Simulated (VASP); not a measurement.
Calculation: LDA (Ceperley-Alder, Perdew-Zunger), VASP's LDA PAW potentials (set 64) (plane waves; VASP 6.6.1).

A VASP calculation is set up with these files.

INCAR:
```
SYSTEM = K
PREC = Accurate
ENCUT = 520
EDIFF = 1E-7
NELM = 100
ALGO = Normal
LREAL = .FALSE.
LASPH = .TRUE.
ISMEAR = -5
LWAVE = .FALSE.
LCHARG = .TRUE.
LORBIT = 11
NEDOS = 601
ISIF = 2
```

KPOINTS:
```
Regular mesh
0
gamma
 12 12 12
```

**POSCAR**
```
K
1
   -2.5208471748     2.5208471748     2.5208471748
    2.5208471748    -2.5208471748     2.5208471748
    2.5208471748     2.5208471748    -2.5208471748
K
1
Direct
  0.0000000000   0.0000000000   0.0000000000
```

POTCAR, in this order: K_sv (LDA.64 set). Program: vasp_std.

The resulting files:

OUTCAR:
```
 ion  position               nearest neighbor table
   1  0.000  0.000  0.000-
  LATTYP: Found a body centered cubic cell.
 ALAT       =     5.0416943496
 Subroutine PRICEL returns:
 Original cell was already a primitive cell.
 Subroutine GETGRP returns: Found 48 space group operations
The static configuration has the point symmetry O_h .
The dynamic configuration has the point symmetry O_h .
 Subroutine INISYM returns: Found 48 space group operations
 Subroutine IBZKPT returns following result:
 Found     72 irreducible k-points:

 Following reciprocal coordinates:
            Coordinates               Weight
  0.000000  0.000000  0.000000      1.000000
  0.083333  0.000000  0.000000     12.000000
  0.166667  0.000000  0.000000     12.000000
  0.250000  0.000000  0.000000     12.000000
  0.333333  0.000000  0.000000     12.000000
  0.416667  0.000000  0.000000     12.000000
  0.500000  0.000000  0.000000      6.000000
  0.083333  0.083333  0.000000     24.000000
  0.166667  0.083333 -0.000000     48.000000
  0.250000  0.083333 -0.000000     48.000000
...
```

File OSZICAR:
```
       N       E                     dE             d eps       ncg     rms          rms(c)
DAV:   1     0.516586968835E+02    0.51659E+02   -0.37962E+03  1152   0.884E+02
DAV:   2     0.510296352962E+00   -0.51148E+02   -0.50814E+02  1160   0.239E+02
DAV:   3    -0.113089577473E+01   -0.16412E+01   -0.16387E+01  1872   0.371E+01
DAV:   4    -0.116611673621E+01   -0.35221E-01   -0.35135E-01  1696   0.439E+00
DAV:   5    -0.116657140496E+01   -0.45467E-03   -0.45327E-03  2016   0.324E-01    0.250E+00
DAV:   6    -0.116511686065E+01    0.14545E-02   -0.21027E-03  1832   0.379E-01    0.157E+00
DAV:   7    -0.116465920102E+01    0.45766E-03   -0.37206E-03  1640   0.440E-01    0.676E-02
DAV:   8    -0.116465870046E+01    0.50056E-06   -0.30770E-04  1896   0.221E-01    0.219E-02
DAV:   9    -0.116466540490E+01   -0.67044E-05   -0.97537E-06  1776   0.306E-02    0.114E-02
DAV:  10    -0.116466510954E+01    0.29536E-06   -0.34071E-06  1888   0.182E-02    0.196E-03
DAV:  11    -0.116466517536E+01   -0.65825E-07   -0.65530E-08  1488   0.307E-03
   1 F= -.11646652E+01 E0= -.11646652E+01  d E =0.000000E+00
```

### OUTCAR
```
------------------------ aborting loop because EDIFF is reached ----------------------------------------
  FORCE on cell =-STRESS in cart. coord.  units (eV):
  Direction    XX          YY          ZZ          XY          YZ          ZX
  --------------------------------------------------------------------------------------
  Total       -0.0051296     -0.0051296     -0.0051296     -0.0000000     -0.0000000      0.0000000
  in kB       -0.1282621     -0.1282621     -0.1282621     -0.0000000     -0.0000000      0.0000000
  external PRESSURE =      -0.1282621 kB  Pullay stress =       0.0000000 kB
  volume of cell :       64.08
      direct lattice vectors                 reciprocal lattice vectors
    -2.520847175  2.520847175  2.520847175     0.000000000  0.198346018  0.198346018
     2.520847175 -2.520847175  2.520847175     0.198346018  0.000000000  0.198346018
     2.520847175  2.520847175 -2.520847175     0.198346018  0.198346018  0.000000000
 POSITION                                       TOTAL-FORCE (eV/Angst)
 -----------------------------------------------------------------------------------
      0.00000      0.00000      0.00000         0.000000      0.000000     -0.000000
 -----------------------------------------------------------------------------------
    total drift:                                0.000000      0.000000     -0.000000
  FREE ENERGIE OF THE ION-ELECTRON SYSTEM (eV)
  ---------------------------------------------------
  free  energy   TOTEN  =        -1.1646651754 eV

  energy  without entropy=       -1.1646651754  energy(sigma->0) =       -1.16466518

 total charge

# of ion       s       p       d       tot
------------------------------------------
    1        1.985   5.539   0.007   7.530
```
(Selected blocks of OUTCAR.)

For a metal the tetrahedron method with Blöchl corrections gives inexact stress and forces.

The compound is K in the bcc structure. It was relaxed first, which changed the volume by -13 %.
